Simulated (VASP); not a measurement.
Computed with HSE06 screened hybrid, VASP's PBE PAW potentials (set 64) (plane waves; VASP).

A VASP calculation is set up with these files.

INCAR:
```
SYSTEM = LiH
PREC = Accurate
ENCUT = 400
EDIFF = 1E-6
NELM = 100
ALGO = Normal
LREAL = .FALSE.
LASPH = .TRUE.
ISMEAR = 0
SIGMA = 0.01
GGA = PE
HFSCREEN = 0.2
AEXX = 0.25
LHFCALC = .TRUE.
PRECFOCK = Fast
ISYM = 3
LWAVE = .FALSE.
LCHARG = .FALSE.
ISIF = 2
```

**KPOINTS**
```
K-points
0
Gamma
 10 10 10
0 0 0
```

**POSCAR**
```
LiH
1.0
  0.0000000000   1.9792940000   1.9792940000
  1.9792940000   0.0000000000   1.9792940000
  1.9792940000   1.9792940000   0.0000000000
Li H
1 1
Cart
  0.0000000000   0.0000000000   0.0000000000
  1.9792940000   1.9792940000   1.9792940000
```

POTCAR, in this order: Li_sv H (PBE.64 set). Program: vasp_std.

Output of the run:

File OUTCAR:
```
 ion  position               nearest neighbor table
   1  0.000  0.000  0.000-
   2  0.500  0.500  0.500-
  LATTYP: Found a face centered cubic cell.
 ALAT       =     3.9585880000
 Subroutine PRICEL returns:
 Original cell was already a primitive cell.
 Subroutine GETGRP returns: Found 48 space group operations
The static configuration has the point symmetry O_h .
The dynamic configuration has the point symmetry O_h .
 Subroutine INISYM returns: Found 48 space group operations
 Subroutine IBZKPT returns following result:
 Found     47 irreducible k-points:

 Following reciprocal coordinates:
            Coordinates               Weight
  0.000000  0.000000  0.000000      1.000000
  0.100000  0.000000  0.000000      8.000000
  0.200000  0.000000  0.000000      8.000000
  0.300000  0.000000  0.000000      8.000000
  0.400000  0.000000  0.000000      8.000000
  0.500000  0.000000  0.000000      4.000000
  0.100000  0.100000  0.000000      6.000000
  0.200000  0.100000  0.000000     24.000000
  0.300000  0.100000  0.000000     24.000000
...
```

File OSZICAR:
```
       N       E                     dE             d eps       ncg     rms          rms(c)
DAV:   1    -0.375406754247E+01   -0.37541E+01   -0.12092E+03   588   0.497E+02
DAV:   2    -0.688328195841E+01   -0.31292E+01   -0.31292E+01   810   0.550E+01
DAV:   3    -0.692919281374E+01   -0.45911E-01   -0.45911E-01   648   0.576E+00
DAV:   4    -0.692995416080E+01   -0.76135E-03   -0.76135E-03   768   0.617E-01
DAV:   5    -0.719551826587E+01   -0.26556E+00   -0.20021E-01   564   0.294E+00    0.319E+00
DAV:   6    -0.691069246645E+01    0.28483E+00   -0.19096E-01   582   0.215E+00    0.164E+00
DAV:   7    -0.684395706729E+01    0.66735E-01   -0.13506E-01   714   0.182E+00    0.746E-01
DAV:   8    -0.683408169144E+01    0.98754E-02   -0.38723E-02   642   0.992E-01    0.349E-01
DAV:   9    -0.683322612379E+01    0.85557E-03   -0.94709E-03   756   0.492E-01    0.185E-01
DAV:  10    -0.683332981450E+01   -0.10369E-03   -0.15895E-03   756   0.205E-01    0.112E-01
DAV:  11    -0.683343080412E+01   -0.10099E-03   -0.26931E-04   774   0.891E-02    0.721E-02
DAV:  12    -0.683348119909E+01   -0.50395E-04   -0.45706E-05   798   0.405E-02    0.462E-02
DAV:  13    -0.683350344171E+01   -0.22243E-04   -0.96279E-06   786   0.215E-02    0.294E-02
DAV:  14    -0.683351299640E+01   -0.95547E-05   -0.27637E-06   780   0.128E-02    0.186E-02
DAV:  15    -0.683351712295E+01   -0.41265E-05   -0.97912E-07   660   0.801E-03    0.117E-02
DAV:  16    -0.683351884739E+01   -0.17244E-05   -0.36739E-07   384   0.513E-03    0.735E-03
DAV:  17    -0.683351953640E+01   -0.68902E-06   -0.18062E-07   378   0.363E-03
   1 F= -.68335195E+01 E0= -.68335195E+01  d E =-.106642-173
```

### OUTCAR
```
------------------------ aborting loop because EDIFF is reached ----------------------------------------
  FORCE on cell =-STRESS in cart. coord.  units (eV):
  Direction    XX          YY          ZZ          XY          YZ          ZX
  --------------------------------------------------------------------------------------
  Total       -0.2475590     -0.2475590     -0.2475590      0.0000000      0.0000000     -0.0000000
  in kB      -25.5757488    -25.5757488    -25.5757488      0.0000000      0.0000000     -0.0000000
  external PRESSURE =     -25.5757488 kB  Pullay stress =       0.0000000 kB
  volume of cell :       15.51
      direct lattice vectors                 reciprocal lattice vectors
     0.000000000  1.979294000  1.979294000    -0.252615326  0.252615326  0.252615326
     1.979294000  0.000000000  1.979294000     0.252615326 -0.252615326  0.252615326
     1.979294000  1.979294000  0.000000000     0.252615326  0.252615326 -0.252615326
  FREE ENERGIE OF THE ION-ELECTRON SYSTEM (eV)
  ---------------------------------------------------
  free  energy   TOTEN  =        -6.8335195364 eV

  energy  without entropy=       -6.8335195364  energy(sigma->0) =       -6.83351954

  exchange ACFDT corr.  =         0.00000000  see jH, gK, PRB 81, 115126
```
(Selected blocks of OUTCAR.)

At this cut-off the stress carries a Pulay error, which pulls relaxed volumes low.

The structure comes from a computed database's LiH entry; how it stands against other phases isn't given here. The cell was not relaxed at this level. The run is one of a series of settings (KPOINTS 10×10×10 Γ-centred mesh against the base run), some of them coarse on purpose.
